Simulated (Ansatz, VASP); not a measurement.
# HC5 (C(110) slab, H on the bottom face): VASP beside Ansatz

Wanted: the spread between two codes on one cell, functional and k mesh. The cell is taken from a series of runs on this material, whose earlier steps may have relaxed, scaled, displaced or heated it; both programs get it as it stands.

Method: plane waves, with VASP 6.6.1 beside it; single point at LDA, in Ansatz 0.2.0.

**1. The starting structure**

The cell holds 180 atoms: 150 C and 30 H. Cell: a = 12.611 Å, b = 10.701 Å, c = 17.934 Å, α = 90.0°, β = 90.0°, γ = 90.0°. It derives from C (diamond-structure). As first built, before any earlier steps moved the atoms (in the runner's words): diamond-structure C (a = 3.567 A), (110) slab of 5 atomic planes, 5 x 3 surface cells, H on the broken bonds of the bottom face; displaced by a Gaussian of 0.02 A. Vacuum lies along c.

**2. Ansatz: single point, LDA**

Ansatz runs on its default PAW (the set named soft_2) files.

A single point gives forces, pressure and levels at one fixed geometry, so differences don't come from the geometry; what else differs is listed under the comparison.

Input file input.yaml:

```yaml
crystal:
  lattice:
    - [12.61125, 0.0, 0.0]
    - [0.0, 10.701, 0.0]
    - [0.0, 0.0, 17.93448]
  atoms:
    - { symbol: C, position: [0.90047, 0.16544, 0.3839] }
    - { symbol: C, position: [0.99961, 0.08516, 0.38399] }
    - { symbol: C, position: [0.00217, 0.99974, 0.45414] }
    - { symbol: C, position: [0.89902, 0.25417, 0.45459] }
    - { symbol: C, position: [0.9023, 0.16843, 0.52514] }
    - { symbol: C, position: [0.99946, 0.08842, 0.52583] }
    - { symbol: C, position: [0.00217, 0.00169, 0.59534] }
    - { symbol: C, position: [0.90177, 0.24913, 0.594] }
    - { symbol: C, position: [0.89832, 0.16984, 0.66603] }
    - { symbol: C, position: [0.00297, 0.08428, 0.66675] }
    - { symbol: C, position: [0.10086, 0.16945, 0.38489] }
    - { symbol: C, position: [0.1974, 0.08155, 0.38321] }
    - { symbol: C, position: [0.19936, 0.00099, 0.45349] }
    - { symbol: C, position: [0.10103, 0.24524, 0.456] }
    - { symbol: C, position: [0.09908, 0.16468, 0.52668] }
    - { symbol: C, position: [0.2023, 0.08524, 0.52684] }
    - { symbol: C, position: [0.19824, 0.99744, 0.59611] }
    - { symbol: C, position: [0.09448, 0.25086, 0.59572] }
    - { symbol: C, position: [0.09832, 0.16978, 0.66318] }
    - { symbol: C, position: [0.19793, 0.08318, 0.66432] }
    - { symbol: C, position: [0.89746, 0.49951, 0.38546] }
    - { symbol: C, position: [0.00018, 0.41936, 0.38394] }
    - { symbol: C, position: [0.99795, 0.33883, 0.45515] }
    - { symbol: C, position: [0.90253, 0.58404, 0.45684] }
    - { symbol: C, position: [0.90051, 0.50141, 0.52669] }
    - { symbol: C, position: [3.0e-05, 0.41578, 0.52447] }
    - { symbol: C, position: [0.00192, 0.33337, 0.59544] }
    - { symbol: C, position: [0.8959, 0.58366, 0.59717] }
    - { symbol: C, position: [0.90223, 0.50351, 0.664] }
    - { symbol: C, position: [0.99773, 0.41671, 0.66695] }
[... 144 atom lines left out ...]
    - { symbol: H, position: [0.69805, 0.55994, 0.33546] }
    - { symbol: H, position: [0.79762, 0.36067, 0.33284] }
    - { symbol: H, position: [0.50147, 0.89092, 0.33365] }
    - { symbol: H, position: [0.60227, 0.69495, 0.33334] }
    - { symbol: H, position: [0.69888, 0.89088, 0.33288] }
    - { symbol: H, position: [0.79683, 0.69397, 0.33516] }
kpoints:
  mp_grid: { grid: [1, 1, 1] }
hamiltonian:
  xc: lda
scf:
  occupations: { method: fermi_dirac, width: 0.05 }
output:
  forces: true
  populations: true
  dos:
    method: { smearing: { sigma: 0.15 } }
    de: 0.1
    projected:
      site_lists:
        C: [C]
        H: [H]
        hydrogen: [150, 151, 152, 153, 154, 155, 156, 157, 158, 159, 160, 161, 162, 163, 164, 165, 166, 167, 168, 169, 170, 171, 172, 173, 174, 175, 176, 177, 178, 179]
  eigenvalues: true
  write_density: true
  write_potential: true
  volumetric_format: npy
```

Command:

```bash
ansatz run input.yaml --threads 8 --pin off --max-ram 15872MiB --backend cpu --events-out ev --progress --plain --runs-dir out
```

Numbers of over 12 decimals in the logs are rounded to 6 here.

The log of the run:

```text
Engine: ansatz 0.2.0, aarch64-unknown-linux-gnu
Pseudopotentials: kind: paw
Pseudopotential: C, paw, valence charge 4, recommended cutoff 420 eV (normal), C.paw.azcp
Pseudopotential: H, paw, valence charge 1, recommended cutoff 420 eV (normal), H.paw.azcp
Functional definition: SPW92
  exchange = slater_x
  correlation = pw_c
Crystal: 180 atoms, lattice volume = 2420.312 Å³
Basis set: ecut = 420 eV, 47291 PW (Γ)
Bands: 495, of which v1, the nominal top of the filled ones, is band 315 counted from 1 (314 counted from 0)
Symmetry: 1 space group operations
Space group: P1 (ITA 1), of the structure as read, at distance tolerance 1.3e-4 Å
k-points: 1
Non-local potential: C, projectors of the file, l = 0: 2, l = 1: 2, l = 2: 1
Non-local potential: H, projectors of the file, l = 0: 2, l = 1: 1
PAW form: soft (Blöchl's): semilocal exchange-correlation on the pseudo side does not see the compensation charge
PAW frozen core: C, regenerated for the run's functional, and the local potential with it (the file was generated under x = pbe(κ = 0.804, μ = 0.219515), c = pbe(β = 0.066725))
PAW one-centre angular grid: C, 110 points (default); XC on 64 Gauss nodes
PAW one-centre angular grid: H, 110 points (default); XC on 64 Gauss nodes
Initial density: superposition of atomic densities (neutral atoms: chi_scale 0, normalization atom), corrected by the library's trained network
Initial wavefunctions: pseudopotential atomic-orbital guess
Functional: x = slater, c = lda
SCF iter   1: F=—  HF=-36855.067553 eV  |F-HF|=—  |Δ(HF+E_count)|=         —  Δρ=1.02e-2  dr2=1.38e1  ethr=1.77e-3  ⟨swp⟩=8.0  Hψ=2846  notcnv=0  defer=128
preconditioner: auto → LDOS  [metal: Δε(μ)=0.087 eV  Ē_g=15.266 eV  σ=0.050 eV  W_gap=0.39  n_scr=438 (ndim 8)  ℏωp=18.9 eV  f_vac=0.518  D(μ)=24.01/eV (n_scr^D=102)  β→1.0]
SCF iter   2: F=—  HF=-36853.707609 eV  |F-HF|=—  |Δ(HF+E_count)|=    1.36e0  Δρ=5.06e-3  dr2=1.96e0  ethr=1.77e-3  ⟨swp⟩=2.0  Hψ=602  notcnv=0  defer=160
preconditioner: auto → Resta (q_TF=auto, 2.180 Å⁻¹)  ε∞=2.6  [insulator: Δε(μ)=0.442 eV  Ē_g=15.213 eV  σ=0.050 eV  W_gap=0.98  n_scr=438 (ndim 8)  ℏωp=18.9 eV  f_vac=0.520  D(μ)=1.37/eV (n_scr^D=0)  ε∞_Penn≈2.6  vacuum switching on, ρ_ref=1.7e-2 e/Å³  β→0.5]
SCF iter   3: F=—  HF=-36853.464756 eV  |F-HF|=—  |Δ(HF+E_count)|=   2.43e-1  Δρ=4.34e-3  dr2=1.20e0  ethr=3.11e-4  ⟨swp⟩=3.0  Hψ=627  notcnv=0  defer=160
SCF iter   4: F=—  HF=-36853.332132 eV  |F-HF|=—  |Δ(HF+E_count)|=   1.33e-1  Δρ=3.69e-3  dr2=7.54e-1  ethr=1.91e-4  ⟨swp⟩=2.0  Hψ=606  notcnv=0  defer=160
SCF iter   5: F=—  HF=-36853.278738 eV  |F-HF|=—  |Δ(HF+E_count)|=   5.34e-2  Δρ=1.45e-3  dr2=1.21e-1  ethr=1.20e-4  ⟨swp⟩=2.0  Hψ=369  notcnv=0  defer=160
SCF iter   6: F=—  HF=-36853.273585 eV  |F-HF|=—  |Δ(HF+E_count)|=   5.15e-3  Δρ=1.11e-3  dr2=7.07e-2  ethr=1.92e-5  ⟨swp⟩=2.0  Hψ=610  notcnv=0  defer=160
SCF iter   7: F=—  HF=-36853.268387 eV  |F-HF|=—  |Δ(HF+E_count)|=   5.20e-3  Δρ=3.53e-4  dr2=5.97e-3  ethr=1.12e-5  ⟨swp⟩=2.0  Hψ=337  notcnv=0  defer=160
SCF iter   8: F=—  HF=-36853.268314 eV  |F-HF|=—  |Δ(HF+E_count)|=   7.35e-5  Δρ=2.00e-4  dr2=2.23e-3  ethr=9.47e-7  ⟨swp⟩=2.0  Hψ=397  notcnv=0  defer=160
SCF iter   9: F=—  HF=-36853.268083 eV  |F-HF|=—  |Δ(HF+E_count)|=   2.31e-4  Δρ=8.24e-5  dr2=1.86e-4  ethr=3.54e-7  ⟨swp⟩=2.0  Hψ=488  notcnv=0  defer=160
SCF iter  10: F=—  HF=-36853.268126 eV  |F-HF|=—  |Δ(HF+E_count)|=   4.31e-5  Δρ=6.10e-5  dr2=1.28e-4  ethr=2.96e-8  ⟨swp⟩=2.0  Hψ=611  notcnv=0  defer=160
SCF iter  11: F=—  HF=-36853.268154 eV  |F-HF|=—  |Δ(HF+E_count)|=   2.74e-5  Δρ=3.38e-5  dr2=3.75e-5  ethr=2.03e-8  ⟨swp⟩=3.0  Hψ=635  notcnv=0  defer=160
SCF iter  12: F=—  HF=-36853.268926 eV  |F-HF|=—  |Δ(HF+E_count)|=   7.73e-4  Δρ=1.74e-5  dr2=8.56e-6  ethr=5.95e-9  ⟨swp⟩=2.0  Hψ=496  notcnv=0  defer=160
SCF iter  13: F=—  HF=-36853.268927 eV  |F-HF|=—  |Δ(HF+E_count)|=   1.06e-6  Δρ=1.05e-5  dr2=4.56e-6  ethr=1.36e-9  ⟨swp⟩=2.0  Hψ=645  notcnv=0  defer=160
SCF iter  14: F=—  HF=-36853.268928 eV  |F-HF|=—  |Δ(HF+E_count)|=   1.83e-7  Δρ=6.21e-6  dr2=1.35e-6  ethr=7.24e-10  ⟨swp⟩=2.0  Hψ=351  notcnv=0  defer=160
SCF iter  15: F=—  HF=-36853.268928 eV  |F-HF|=—  |Δ(HF+E_count)|=   9.72e-8  Δρ=4.16e-6  dr2=9.62e-7  ethr=2.14e-10  ⟨swp⟩=2.0  Hψ=354  notcnv=0  defer=160
SCF iter  16: F=-36853.268928 eV  HF=-36853.268928 eV  |F-HF|=2.61e-8  |Δ(HF+E_count)|=   5.63e-9  Δρ=1.92e-6  dr2=8.65e-8  ethr=1.59e-11  ⟨swp⟩=32.0  Hψ=6182  notcnv=0
SCF 1 converged in 16 iterations: F = -36853.268928 eV  dr2 = 8.65e-8
  greatest PAW one-centre occupation: 0.645 electrons in one spin orbital (limit 2), on the C atom at site 17 (counted from 0), in its partial waves of l = 0
[...]
--- Löwdin populations: 180 sites ---
  site symbol       q [e]
     0      C      4.1287
     1      C      4.1211
     2      C      3.9772
     3      C      3.9745
     4      C      3.9887
     5      C      3.9878
     6      C      3.9589
     7      C      3.9624
     8      C      3.9951
     9      C      4.0029
    10      C      4.1247
    11      C      4.1355
    12      C      3.9777
    13      C      3.9819
    14      C      3.9848
    15      C      3.9872
    16      C      3.9570
    17      C      3.9609
    18      C      3.9720
    19      C      3.9944
    20      C      4.1199
    21      C      4.1262
    22      C      3.9802
    23      C      3.9818
[...]
172      H      0.8381
   173      H      0.8409
   174      H      0.8249
   175      H      0.8403
   176      H      0.8465
   177      H      0.8366
   178      H      0.8388
   179      H      0.8343
  spilling = 0.005401 (of n_electrons = 630.000000)
```

**3. VASP: single point, LDA**

The same cell, functional (in two slightly different forms), mesh and smearing now go to VASP, with its own data sets.

Lines of VASP's logs that name or quote its potential files are left out, and so is its time.

Input file INCAR:

```
SYSTEM = HC5
PREC = Accurate
ENCUT = 520
EDIFF = 1E-06
NELM = 120
ISMEAR = -1
SIGMA = 0.05
LREAL = Auto
ALGO = Normal
GGA = CA
NBANDS = 441
LORBIT = 11
LWAVE = .FALSE.
LCHARG = .FALSE.
ISIF = 2
LASPH = .TRUE.
GGA_COMPAT = .FALSE.
EFERMI = MIDGAP
```

Input file POSCAR:

```
HC5
1.0
   12.6112500000      0.0000000000      0.0000000000
    0.0000000000     10.7010000000      0.0000000000
    0.0000000000      0.0000000000     17.9344800000
C H
150 30
Direct
    0.9004700000      0.1654400000      0.3839000000
    0.9996100000      0.0851600000      0.3839900000
    0.0021700000      0.9997400000      0.4541400000
    0.8990200000      0.2541700000      0.4545900000
    0.9023000000      0.1684300000      0.5251400000
    0.9994600000      0.0884200000      0.5258300000
    0.0021700000      0.0016900000      0.5953400000
    0.9017700000      0.2491300000      0.5940000000
    0.8983200000      0.1698400000      0.6660300000
    0.0029700000      0.0842800000      0.6667500000
    0.1008600000      0.1694500000      0.3848900000
    0.1974000000      0.0815500000      0.3832100000
    0.1993600000      0.0009900000      0.4534900000
    0.1010300000      0.2452400000      0.4560000000
    0.0990800000      0.1646800000      0.5266800000
    0.2023000000      0.0852400000      0.5268400000
    0.1982400000      0.9974400000      0.5961100000
    0.0944800000      0.2508600000      0.5957200000
    0.0983200000      0.1697800000      0.6631800000
    0.1979300000      0.0831800000      0.6643200000
    0.8974600000      0.4995100000      0.3854600000
    0.0001800000      0.4193600000      0.3839400000
    0.9979500000      0.3388300000      0.4551500000
    0.9025300000      0.5840400000      0.4568400000
    0.9005100000      0.5014100000      0.5266900000
    0.0000300000      0.4157800000      0.5244700000
    0.0019200000      0.3333700000      0.5954400000
    0.8959000000      0.5836600000      0.5971700000
    0.9022300000      0.5035100000      0.6640000000
    0.9977300000      0.4167100000      0.6669500000
[... 144 atom lines left out ...]
    0.6980500000      0.5599400000      0.3354600000
    0.7976200000      0.3606700000      0.3328400000
    0.5014700000      0.8909200000      0.3336500000
    0.6022700000      0.6949500000      0.3333400000
    0.6988800000      0.8908800000      0.3328800000
    0.7968300000      0.6939700000      0.3351600000
```

Input file KPOINTS:

```
Automatic mesh
0
Gamma
1 1 1
0 0 0
```

PAW data sets: C and H (LDA family, release 64).

Command:

```bash
export OMP_NUM_THREADS=3
mpirun -np 1 vasp_gam
```

The log of the run:

```text
[banner, memory and clock lines left out]
running    1 mpi-ranks, on    1 nodes
[...]
Offloading initialized ...    1 GPUs detected
[...]
LDA part: xc-table for (Slater(with rela. corr.)+CA(PZ))
 , standard interpolation
 POSCAR, INCAR and KPOINTS ok, starting setup
[...]
entering main loop
       N       E                     dE             d eps       ncg     rms          rms(c)
DAV:   1     0.589340390732E+04    0.58934E+04   -0.32761E+05   906   0.133E+03
DAV:   2    -0.890757245628E+03   -0.67842E+04   -0.64571E+04  1227   0.328E+02
DAV:   3    -0.161100839513E+04   -0.72025E+03   -0.71041E+03  1092   0.111E+02
DAV:   4    -0.163688963094E+04   -0.25881E+02   -0.25763E+02  1196   0.235E+01
[...]
DAV:  30    -0.155951571066E+04   -0.15039E-04   -0.58269E-07   724   0.666E-04    0.370E-04
DAV:  31    -0.155951571550E+04   -0.48360E-05   -0.30741E-07   684   0.501E-04    0.246E-04
DAV:  32    -0.155951571639E+04   -0.89381E-06   -0.10375E-07   724   0.298E-04
   1 F= -.15595157E+04 E0= -.15595127E+04  d E =-.607438E-02
```

Parts of OUTCAR (step 3):

```text
  FREE ENERGIE OF THE ION-ELECTRON SYSTEM (eV)
  ---------------------------------------------------
  free  energy   TOTEN  =     -1559.5157163911 eV

  energy  without entropy=    -1559.5096420106  energy(sigma->0) =    -1559.51267920
```

**4. Differences**

Known differences besides the potentials themselves: the two LDA forms differ slightly; the cutoff is 420 eV in Ansatz and 520 eV in VASP (PREC = Accurate, projectors in real space); VASP's log shows a relativistic correction to its local exchange, Ansatz's none. Total energies have different zeros and are not compared.

The two programs side by side:

```tsv
quantity	Ansatz	VASP	difference
gap on the k mesh (eV)	0.613	0.619	-0.006
```

Forces on 9 of the 180 atoms, those with the largest forces and the largest differences (eV/Å; atoms numbered as in POSCAR):

```tsv
atom	Ansatz x, y, z	VASP x, y, z
C19	0.435, -5.583, -0.463	0.444, -5.552, -0.415
C20	0.644, 5.298, -1.214	0.650, 5.269, -1.168
C29	-0.688, -5.469, -0.166	-0.694, -5.441, -0.114
C30	1.417, 4.763, -2.092	1.421, 4.736, -2.049
C39	-0.530, -4.872, -2.174	-0.537, -4.849, -2.137
C79	0.946, -4.632, -0.780	0.963, -4.610, -0.724
C80	-1.086, 4.469, -1.988	-1.109, 4.442, -1.937
C110	0.235, 5.188, -1.500	0.244, 5.174, -1.450
C130	-0.474, 5.116, -1.517	-0.474, 5.091, -1.462
```

The forces differ by 18 meV/Å r.m.s., which is 1.2 % of the r.m.s. force of 1.548 eV/Å (both taken over all components). A gap on the mesh is an upper bound, since the band edges may lie between its points. With vacuum in the cell, a pressure given here is an average over mostly empty space and none of the material.

**5. What came out**

```json
{
  "r.m.s. force difference (single point, LDA)": "1.2 % of the r.m.s. force"
}
```

The r.m.s. force difference is 1.2 % of the r.m.s. force (single point, LDA), within the 3 % picked in this series as the mark of a large difference. Such differences can come from data sets, numerical settings and the points named under the comparisons, not from the functional's error against experiment.

[Lines on the potential files, build, host, timing and source positions are cut from VASP's logs without a mark.]

[Logs are printed without paths, hosts, clocks, repeated set-up lines and the standing remarks that a program may print on its own settings, such as how far it seeks lower states.]

[Hosts, paths, dates, database ids (printed as entryN), source tags and the programs' standing remarks are cut or masked in the printed files.]
